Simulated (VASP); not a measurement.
# SrCl2: optical spectrum

What does the band structure of SrCl2 give for its optical response? The cell is of the fluorite type, one of the forms listed for this formula. The start is a cell from a database of measured crystal structures.

Calculated with VASP 6.6.1; PBE; plane waves and PAW (Sr_sv, Cl), in the first sound run; inputs show where later runs differ.

Most raw output is cut from this account.

### 1. The structure

It takes space group Fm-3m (No. 225, cubic). Conventional cell: a = 6.977 Å, b = 6.977 Å, c = 6.977 Å, α = 90.00°, β = 90.00°, γ = 90.00°. Nearest to Sr lie 8 Cl at 3.02 Å. Cl has 4 Sr at 3.02 Å nearest. Farther neighbours and most contacts between anions are not listed.

### 2. Ground state

The ground state comes first.

INCAR reads:

```
SYSTEM = SrCl2
PREC = Accurate
ENCUT = 400
EDIFF = 1E-07
NELM = 100
ISMEAR = 0
SIGMA = 0.05
LREAL = .FALSE.
ALGO = Normal
GGA = PE
NBANDS = 18
LORBIT = 11
LWAVE = .FALSE.
LCHARG = .FALSE.
KPAR = 4
```

POSCAR reads:

```
SrCl2
1.0
    0.0000000000      3.4883500000      3.4883500000
    3.4883500000      0.0000000000      3.4883500000
    3.4883500000      3.4883500000      0.0000000000
Sr Cl
1 2
Direct
    0.0000000000      0.0000000000      0.0000000000
    0.7500000000      0.7500000000      0.7500000000
    0.2500000000      0.2500000000      0.2500000000
```

KPOINTS reads:

```
Automatic mesh
0
Gamma
6 6 6
0 0 0
```

PAW data sets: Sr_sv and Cl (PBE family, release 64).

Run with:

```bash
> mpirun -np 4 vasp_std
```

Run time: 3.6 s. Hardware: 4 MPI ranks of Intel Xeon 6975P-C (Granite Rapids), shared host; peak memory 0.68 GiB.

The gap is read on the k-mesh alone, so it is an upper bound where the band edges lie off the mesh.

Numbers from this step:

* free energy (TOTEN): -12.78 eV
* Fermi energy: 0.4872 eV
* pressure: 1.058 GPa
* gap on the k-mesh: 5.335 eV
* least direct gap on the k-mesh: 5.504 eV

The cell has a gap of 5.33 eV on this mesh. Spin-orbit coupling is left out, which can shift or reorder these edges.

### 3. Spectrum

LOPTICS sums the direct transitions; the mesh is finer and NBANDS larger than for the ground state.

Edit INCAR of step 2 so:

```diff
@@ -10,4 +10,3 @@
 GGA = PE
-NBANDS = 18
-LORBIT = 11
+NBANDS = 52
 LWAVE = .FALSE.
@@ -15 +14,4 @@
 KPAR = 4
+LOPTICS = .TRUE.
+NEDOS = 2000
+CSHIFT = 0.15
```

POSCAR is that of step 2.

KPOINTS reads:

```
Automatic mesh
0
Gamma
8 8 8
0 0 0
```

Run with:

```bash
> mpirun -np 4 vasp_std
```

Elapsed: 10 s, on 4 MPI ranks; peak memory 1 GiB.

These are independent-particle spectra without excitons or local fields, and fine structure depends on the mesh and on CSHIFT.

This step gave:

```yaml
fermi_energy: 0.3654 eV
pressure: 1.057 GPa
```

Absorption under the direct gap is the tail of the CSHIFT broadening, and fine structure depends on the mesh. Imaginary dielectric function, xx against photon energy; read off at these points:

```csv
photon energy (eV),"imaginary dielectric function, xx"
0.0,0
1.0,0.00796
2.0,0.0176
3.0,0.0314
4.0,0.0561
5.0,0.119
6.0,0.789
7.0,3.13
7.6,7.14
8.0,5.94
9.0,3.08
9.5,4.07
10.0,2.89
11.0,1.81
11.8,2.50
12.0,2.34
13.0,2.42
14.0,1.88
15.0,1.75
16.0,1.30
17.0,0.694
18.0,0.714
19.0,0.524
20.0,0.481
21.0,1.10
22.0,2.06
23.0,1.77
24.0,0.805
```

The real dielectric function, xx by photon energy:

photon energy (eV), real dielectric function, xx and a bar from the least value:
```
        0       3.22 ###############
        1       3.25 ###############
        2       3.33 ###############
        3       3.49 ################
        4       3.77 #################
        5       4.31 ###################
        6       5.65 #########################
        7       7.00 ##############################
        8       1.82 #########
        9       1.23 #######
       10      -0.25 #
       11       1.23 #######
       12       0.80 #####
       13       0.58 ####
       14       0.61 ####
       15       0.04 ##
       16      -0.08 ##
       17       0.21 ###
       18       0.44 ####
       19       0.67 #####
       20       1.04 ######
       21       1.89 ##########
       22       0.87 ######
       23       0.32 ###
       24      -0.51
```

### 4. Static response with local fields

Perturbation theory (LEPSILON) gives the dielectric tensor with local fields, and the Born charges.

INCAR reads:

```
SYSTEM = SrCl2
PREC = Accurate
ENCUT = 400
EDIFF = 1E-08
NELM = 100
ISMEAR = 0
SIGMA = 0.01
LREAL = .FALSE.
ALGO = Normal
GGA = PE
NBANDS = 18
LWAVE = .FALSE.
LCHARG = .FALSE.
KPAR = 4
LEPSILON = .TRUE.
```

POSCAR is that of step 3.

KPOINTS is that of step 3.

Run with:

```bash
> mpirun -np 4 vasp_std
```

The job ended after 64 s (4 MPI ranks; peak memory 1.3 GiB; 4.2 min of CPU time).

Energies printed during the response cycles are not total energies of the cell.

Numbers from this step:

```
Fermi energy : 0.194 eV
pressure     : 1.058 GPa
```

Electronic dielectric tensor with local fields:

```
2.92 0.00 0.00
0.00 2.92 0.00
0.00 0.00 2.92
```

Born effective charge (e), principal values of the symmetric part by kind of site:

```csv
atom,atoms with these values,low,middle,high,mean
Sr1,1,2.50,2.50,2.50,2.50
Cl2,2,-1.25,-1.25,-1.25,-1.25
```

In full for Cl2:

```
-1.25  0.00  0.00
 0.00 -1.25  0.00
 0.00  0.00 -1.25
```

The mean electronic (clamped-ion) dielectric constant is 2.92.

### 5. Spectrum at LDA

This step: LDA; plane waves and PAW (Sr_sv, Cl) (VASP 6.6.1).

The spectrum is made again with LDA.

INCAR reads:

```
SYSTEM = SrCl2
PREC = Accurate
ENCUT = 400
EDIFF = 1E-07
NELM = 100
ISMEAR = 0
SIGMA = 0.05
LREAL = .FALSE.
ALGO = Normal
GGA = CA
NBANDS = 52
LWAVE = .FALSE.
LCHARG = .FALSE.
KPAR = 4
LOPTICS = .TRUE.
NEDOS = 2000
CSHIFT = 0.15
```

POSCAR is that of step 4.

KPOINTS is that of step 4.

Run with:

```bash
> mpirun -np 4 vasp_std
```

It took 8.4 s on 4 MPI ranks; peak memory 0.9 GiB; 31 s of CPU time.

The PAW data sets were made with PBE, though LDA sets exist; this is a small mismatch.

Numbers from this step:

```
free energy (TOTEN)            : -14.12 eV
Fermi energy                   : 0.1566 eV
pressure                       : -2.682 GPa
gap on the k-mesh              : 4.878 eV
least direct gap on the k-mesh : 5.149 eV
```

Absorption under the direct gap is the tail of the CSHIFT broadening, and fine structure depends on the mesh. Imaginary dielectric function, xx against photon energy; read off at these points:

```csv
photon energy (eV),"imaginary dielectric function, xx"
0.00,0
0.50,0.00458
1.00,0.00934
1.50,0.0147
2.00,0.0208
2.50,0.0284
3.00,0.0382
3.50,0.0517
4.00,0.0720
4.50,0.107
5.00,0.199
5.50,0.588
6.00,1.25
6.50,2.30
7.00,4.95
7.31,7.59
7.50,6.78
8.00,5.34
8.50,3.76
9.00,3.60
9.30,4.17
9.50,3.87
10.00,2.59
10.50,1.85
11.00,2.21
11.50,2.32
12.00,2.14
12.23,2.43
12.50,2.17
13.00,2.25
13.50,1.56
14.00,1.86
14.50,1.84
15.00,1.63
15.50,1.20
16.00,1.19
16.50,0.881
17.00,0.650
17.50,0.567
18.00,0.732
18.50,0.570
19.00,0.546
19.50,0.499
20.00,0.522
20.50,0.901
21.00,1.71
21.50,1.82
21.76,2.02
22.00,1.90
22.50,1.46
23.00,1.99
23.50,1.14
24.00,0.718
24.50,0.499
```

The real dielectric function, xx by photon energy:

```csv
photon energy (eV),"real dielectric function, xx"
0,3.37
1,3.40
2,3.50
3,3.69
4,4.04
5,4.79
6,6.10
7,7.12
8,1.19
9,1.60
10,-0.248
11,0.898
12,0.768
13,0.219
14,0.482
15,0.0576
16,-0.0582
17,0.288
18,0.542
19,0.754
20,1.25
21,1.24
22,0.311
23,-0.0999
24,-0.338
```

### 6. Summary of results

* PBE, independent particles: eps xx at zero frequency 3.22, centre of weight of eps2 xx, over the range kept, at 12.73 eV, mesh 8×8×8
* LDA, independent particles: eps xx at zero frequency 3.37, centre of weight of eps2 xx, over the range kept, at 12.40 eV, mesh 8×8×8
* PBE, with local fields: eps 2.92, 2.92, 2.92

What this shows: Local fields, and the bands above those summed, take the mean static value from 3.22 to 2.92. Excitons and quasiparticle shifts are absent, so the onset can't be set against measurement and its shape can differ. Spin-orbit coupling is left out; with Sr in the cell it can split or shift band edges, by an amount that depends on which atoms form them and isn't tested here.

[Lines on the potential files, build, host, timing and source positions are cut from VASP's logs without a mark.]

[Logs are printed without paths, hosts, clocks, repeated set-up lines and the standing remarks that a program may print on its own settings, such as how far it seeks lower states.]

[Hosts, paths, dates, database ids (printed as entryN), source tags and the programs' standing remarks are cut or masked in the printed files.]
